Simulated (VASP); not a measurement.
These are LDA (Ceperley-Alder, Perdew-Zunger), VASP's LDA PAW potentials (set 64) (plane waves; VASP) values and carry that method's errors.

VASP ran on this input.

**INCAR**
```
# general
SYSTEM  = MnSi
PREC    = Accurate
ENCUT   = 500
LREAL   = .FALSE.
LASPH   = .TRUE.

# electronic loop
EDIFF   = 1E-6
NELM    = 100
ALGO    = Normal
LMAXMIX = 4

# smearing
ISMEAR  = 1
SIGMA   = 0.1

# spin
ISPIN   = 2
MAGMOM  = 0.6 0.6 0.6 0.6 -0.0 -0.0 -0.0 -0.0

# ions
IBRION  = 2
NSW     = 40
ISIF    = 3
EDIFFG  = -0.02
PSTRESS = 100

# output
LWAVE   = .FALSE.
LCHARG  = .FALSE.
LORBIT  = 10
```

**POSCAR**
```
MnSi
1.0
  4.3972164726   0.0000000000   0.0000000000
  0.0000000000   4.3972164726   0.0000000000
  0.0000000000   0.0000000000   4.3972164726
Mn Si
4 4
Cart
  3.7903662466   2.8054584623   1.5917580103
  1.5917580103   3.7903662466   2.8054584623
  0.6068502260   0.6068502260   0.6068502260
  2.8054584623   1.5917580103   3.7903662466
  0.6788110403   1.5197971960   2.8774192766
  2.8774192766   0.6788110403   1.5197971960
  3.7184054323   3.7184054323   3.7184054323
  1.5197971960   2.8774192766   0.6788110403
```

### KPOINTS
```
kpoints
0
gamma
 7 7 7
0 0 0
```

POTCAR, in this order: Mn_pv Si (LDA.64 set). Program: vasp_std.

Output of the run:

OSZICAR:
```
       N       E                     dE             d eps       ncg     rms          rms(c)
DAV:   1     0.806704073497E+03    0.80670E+03   -0.35573E+04  3936   0.195E+03
DAV:   2    -0.747198480047E+01   -0.81418E+03   -0.79352E+03  3936   0.578E+02
DAV:   3    -0.755662503709E+02   -0.68094E+02   -0.66002E+02  4678   0.171E+02
DAV:   4    -0.776112926761E+02   -0.20450E+01   -0.20185E+01  4695   0.297E+01
DAV:   5    -0.776533521918E+02   -0.42060E-01   -0.42040E-01  4656   0.468E+00    0.382E+01
DAV:   6    -0.776454786764E+02    0.78735E-02   -0.20728E+02  4983   0.100E+02    0.265E+01
DAV:   7    -0.689494602424E+02    0.86960E+01   -0.76960E+01  4462   0.618E+01    0.942E+00
DAV:   8    -0.688012274606E+02    0.14823E+00   -0.30768E+00  4196   0.963E+00    0.243E+00
DAV:   9    -0.687500436560E+02    0.51184E-01   -0.25576E-01  5075   0.321E+00    0.101E+00
DAV:  10    -0.687462736083E+02    0.37700E-02   -0.77527E-03  4479   0.695E-01    0.580E-01
DAV:  11    -0.687454738258E+02    0.79978E-03   -0.42021E-03  4945   0.378E-01    0.173E-01
DAV:  12    -0.687457673284E+02   -0.29350E-03   -0.86489E-04  5518   0.174E-01    0.898E-02
DAV:  13    -0.687458244122E+02   -0.57084E-04   -0.22696E-04  5116   0.934E-02    0.300E-02
DAV:  14    -0.687458267193E+02   -0.23071E-05   -0.14525E-05  4565   0.226E-02    0.169E-02
DAV:  15    -0.687458266025E+02    0.11678E-06   -0.79615E-07  2294   0.731E-03
   1 F= -.63439146E+02 E0= -.63440303E+02  d E =-.634391E+02  mag=     1.9115
       N       E                     dE             d eps       ncg     rms          rms(c)
DAV:   1    -0.719346790005E+02   -0.31889E+01   -0.54831E+01  3963   0.715E+01    0.196E+01
DAV:   2    -0.712413589010E+02    0.69332E+00   -0.69846E+01  4281   0.618E+01    0.151E+01
DAV:   3    -0.684926358866E+02    0.27487E+01   -0.19023E+01  4220   0.330E+01    0.284E+00
DAV:   4    -0.684632333250E+02    0.29403E-01   -0.71484E-01  4014   0.444E+00    0.142E+00
DAV:   5    -0.684488011506E+02    0.14432E-01   -0.45746E-02  4599   0.168E+00    0.873E-01
DAV:   6    -0.684472343353E+02    0.15668E-02   -0.25686E-03  4389   0.413E-01    0.435E-01
DAV:   7    -0.684469215239E+02    0.31281E-03   -0.86269E-04  4903   0.161E-01    0.652E-02
DAV:   8    -0.684469584174E+02   -0.36893E-04   -0.85433E-05  4638   0.576E-02    0.490E-02
DAV:   9    -0.684470056553E+02   -0.47238E-04   -0.82941E-05  5199   0.615E-02    0.403E-02
DAV:  10    -0.684470435468E+02   -0.37891E-04   -0.69941E-05  4965   0.545E-02    0.348E-02
DAV:  11    -0.684471089484E+02   -0.65402E-04   -0.30657E-04  5118   0.119E-01    0.264E-02
DAV:  12    -0.684471839298E+02   -0.74981E-04   -0.12583E-03  5099   0.241E-01    0.143E-02
DAV:  13    -0.684472125890E+02   -0.28659E-04   -0.54934E-04  5244   0.149E-01    0.116E-02
DAV:  14    -0.684472204868E+02   -0.78978E-05   -0.59188E-05  5290   0.482E-02    0.107E-02
DAV:  15    -0.684472234410E+02   -0.29542E-05   -0.10941E-05  4571   0.209E-02    0.838E-03
DAV:  16    -0.684472365931E+02   -0.13152E-04   -0.32412E-04  5088   0.123E-01    0.117E-02
DAV:  17    -0.684472598367E+02   -0.23244E-04   -0.65595E-04  5176   0.172E-01    0.160E-02
DAV:  18    -0.684472569749E+02    0.28618E-05   -0.40171E-05  4454   0.570E-02    0.116E-02
DAV:  19    -0.684472776755E+02   -0.20701E-04   -0.27278E-04  4962   0.117E-01    0.286E-02
DAV:  20    -0.684472786106E+02   -0.93506E-06   -0.88252E-06  4034   0.232E-02
   2 F= -.63390483E+02 E0= -.63389733E+02  d E =0.486625E-01  mag=     0.8511
       N       E                     dE             d eps       ncg     rms          rms(c)
DAV:   1    -0.702241782865E+02   -0.17769E+01   -0.23297E+01  3998   0.481E+01    0.122E+01
DAV:   2    -0.703849278335E+02   -0.16075E+00   -0.37828E+01  4603   0.444E+01    0.115E+01
DAV:   3    -0.686877037905E+02    0.16972E+01   -0.99314E+00  4580   0.227E+01    0.143E+00
DAV:   4    -0.686867595596E+02    0.94423E-03   -0.38457E-01  4521   0.294E+00    0.126E+00
DAV:   5    -0.686746467000E+02    0.12113E-01   -0.55093E-02  4306   0.183E+00    0.308E-01
DAV:   6    -0.686749533723E+02   -0.30667E-03   -0.19345E-03  4801   0.304E-01    0.225E-01
DAV:   7    -0.686755950565E+02   -0.64168E-03   -0.10797E-03  4974   0.210E-01    0.201E-01
DAV:   8    -0.686762165750E+02   -0.62152E-03   -0.89481E-04  5254   0.178E-01    0.191E-01
DAV:   9    -0.686772906020E+02   -0.10740E-02   -0.22977E-03  5166   0.317E-01    0.169E-01
DAV:  10    -0.686729043780E+02    0.43862E-02   -0.50820E-02  5100   0.152E+00    0.657E-01
DAV:  11    -0.686776164199E+02   -0.47120E-02   -0.40948E-02  5043   0.145E+00    0.167E-01
DAV:  12    -0.686782093602E+02   -0.59294E-03   -0.14935E-03  4756   0.306E-01    0.814E-02
DAV:  13    -0.686782460983E+02   -0.36738E-04   -0.45210E-05  4441   0.399E-02    0.744E-02
DAV:  14    -0.686783387315E+02   -0.92633E-04   -0.16279E-04  5102   0.848E-02    0.408E-02
DAV:  15    -0.686783732400E+02   -0.34508E-04   -0.13380E-04  5238   0.730E-02    0.965E-03
DAV:  16    -0.686783746690E+02   -0.14290E-05   -0.16668E-05  4985   0.248E-02    0.481E-03
DAV:  17    -0.686783744963E+02    0.17269E-06   -0.44403E-07  2171   0.504E-03
   3 F= -.63462521E+02 E0= -.63463070E+02  d E =-.233752E-01  mag=     1.8023
       N       E                     dE             d eps       ncg     rms          rms(c)
DAV:   1    -0.686767659236E+02    0.16087E-02   -0.28922E-03  3999   0.527E-01    0.138E-01
DAV:   2    -0.686767637870E+02    0.21367E-05   -0.42641E-03  4491   0.475E-01    0.121E-01
DAV:   3    -0.686765792057E+02    0.18458E-03   -0.11364E-03  4491   0.249E-01    0.159E-02
DAV:   4    -0.686765786878E+02    0.51785E-06   -0.46295E-05  3849   0.287E-02    0.122E-02
DAV:   5    -0.686765775645E+02    0.11234E-05   -0.32083E-06  3123   0.144E-02    0.482E-03
DAV:   6    -0.686765774514E+02    0.11304E-06   -0.35266E-07  1994   0.331E-03
   4 F= -.63462530E+02 E0= -.63463044E+02  d E =-.233840E-01  mag=     1.7977
       N       E                     dE             d eps       ncg     rms          rms(c)
DAV:   1    -0.686749232688E+02    0.16543E-02   -0.29913E-03  3999   0.538E-01    0.141E-01
DAV:   2    -0.686749211502E+02    0.21186E-05   -0.44750E-03  4500   0.487E-01    0.125E-01
DAV:   3    -0.686747273424E+02    0.19381E-03   -0.11929E-03  4500   0.255E-01    0.161E-02
DAV:   4    -0.686747268263E+02    0.51611E-06   -0.48207E-05  3867   0.293E-02    0.123E-02
DAV:   5    -0.686747256623E+02    0.11640E-05   -0.33811E-06  3312   0.147E-02    0.482E-03
DAV:   6    -0.686747255392E+02    0.12308E-06   -0.29192E-07  1979   0.329E-03
   5 F= -.63462520E+02 E0= -.63463016E+02  d E =-.233737E-01  mag=     1.7948
       N       E                     dE             d eps       ncg     rms          rms(c)
DAV:   1    -0.686664136270E+02    0.83120E-02   -0.37604E-01  5144   0.140E+01    0.234E-01
DAV:   2    -0.686732293383E+02   -0.68157E-02   -0.70481E-02  3952   0.190E+00    0.118E-01
DAV:   3    -0.686733470881E+02   -0.11775E-03   -0.19204E-03  5360   0.350E-01    0.798E-02
DAV:   4    -0.686733170497E+02    0.30038E-04   -0.96303E-05  4914   0.878E-02    0.487E-02
DAV:   5    -0.686733022090E+02    0.14841E-04   -0.39414E-05  5061   0.787E-02    0.140E-02
DAV:   6    -0.686733019975E+02    0.21147E-06   -0.96321E-06  4245   0.255E-02
   6 F= -.63463314E+02 E0= -.63463767E+02  d E =-.794809E-03  mag=     1.7835
```

OUTCAR:
```
------------------------ aborting loop because EDIFF is reached ----------------------------------------
  FORCE on cell =-STRESS in cart. coord.  units (eV):
  Direction    XX          YY          ZZ          XY          YZ          ZX
  --------------------------------------------------------------------------------------
  Total        5.2830162      5.2830162      5.2830162     -0.0000000     -0.0000000     -0.0000000
  in kB      101.4017036    101.4017036    101.4017036     -0.0000000     -0.0000000     -0.0000000
  external PRESSURE =       1.4017036 kB  Pullay stress =     100.0000000 kB
  volume of cell :       83.47
      direct lattice vectors                 reciprocal lattice vectors
     4.370345349  0.000000000  0.000000000     0.228814869 -0.000000000  0.000000000
     0.000000000  4.370345349 -0.000000000    -0.000000000  0.228814869 -0.000000000
     0.000000000  0.000000000  4.370345349    -0.000000000  0.000000000  0.228814869
 POSITION                                       TOTAL-FORCE (eV/Angst)
 -----------------------------------------------------------------------------------
      3.76495      2.79057      1.57977        -0.008410      0.008410     -0.008410
      1.57977      3.76495      2.79057        -0.008410     -0.008410      0.008410
      0.60540      0.60540      0.60540         0.008410      0.008410      0.008410
      2.79057      1.57977      3.76495         0.008410     -0.008410     -0.008410
      0.67392      1.51125      2.85909        -0.007173      0.007173     -0.007173
      2.85909      0.67392      1.51125        -0.007173     -0.007173      0.007173
      3.69643      3.69643      3.69643         0.007173      0.007173      0.007173
      1.51125      2.85909      0.67392         0.007173     -0.007173     -0.007173
 -----------------------------------------------------------------------------------
    total drift:                                0.000000     -0.000001      0.000000
  FREE ENERGIE OF THE ION-ELECTRON SYSTEM (eV)
  ---------------------------------------------------
  free  energy   TOTEN  =       -68.6733019975 eV

  energy  without entropy=      -68.6746601539  energy(sigma->0) =      -68.67375472
  enthalpy is  TOTEN    =       -63.4633144219 eV   P V=        5.2099875756

 total charge

# of ion       s       p       d       tot
------------------------------------------
    1        0.370   6.453   5.434  12.256
    2        0.370   6.453   5.434  12.256
    3        0.370   6.453   5.434  12.256
    4        0.370   6.453   5.434  12.256
    5        0.754   0.978   0.000   1.731
    6        0.754   0.978   0.000   1.731
    7        0.754   0.978   0.000   1.731
    8        0.754   0.978   0.000   1.731
--------------------------------------------------
tot          4.494  29.721  21.735  55.950

 magnetization (x)

# of ion       s       p       d       tot
------------------------------------------
    1       -0.000   0.002   0.453   0.455
    2       -0.000   0.002   0.453   0.455
    3       -0.000   0.002   0.453   0.455
    4       -0.000   0.002   0.453   0.455
    5       -0.004  -0.011   0.000  -0.015
    6       -0.004  -0.011   0.000  -0.015
    7       -0.004  -0.011   0.000  -0.015
    8       -0.004  -0.011   0.000  -0.015
--------------------------------------------------
tot         -0.017  -0.035   1.813   1.761

 reached required accuracy - stopping structural energy minimisation
```
(Selected blocks of OUTCAR.)

File CONTCAR:
```
MnSi
   1.00000000000000
     4.3703453486877679    0.0000000000000000    0.0000000000000000
     0.0000000000000000    4.3703453486877679   -0.0000000000000000
     0.0000000000000000    0.0000000000000000    4.3703453486877679
  Mn              Si
     4     4
Direct
     0.8614754443014493    0.6385245556985507    0.3614754443014493
     0.3614754443014493    0.8614754443014493    0.6385245556985507
     0.1385245556985508    0.1385245556985508    0.1385245556985508
     0.6385245556985507    0.3614754443014493    0.8614754443014493
     0.1542026297167897    0.3457973702832103    0.6542026297167897
     0.6542026297167897    0.1542026297167897    0.3457973702832103
     0.8457973702832103    0.8457973702832103    0.8457973702832103
     0.3457973702832103    0.6542026297167897    0.1542026297167897
```

The moments were started parallel, and other spin orders were not tried in this run.

The compound is MnSi in the B20 structure. This run relaxes it under an external pressure of 10 GPa. Symmetry was kept, so distortions that lower it aren't found.
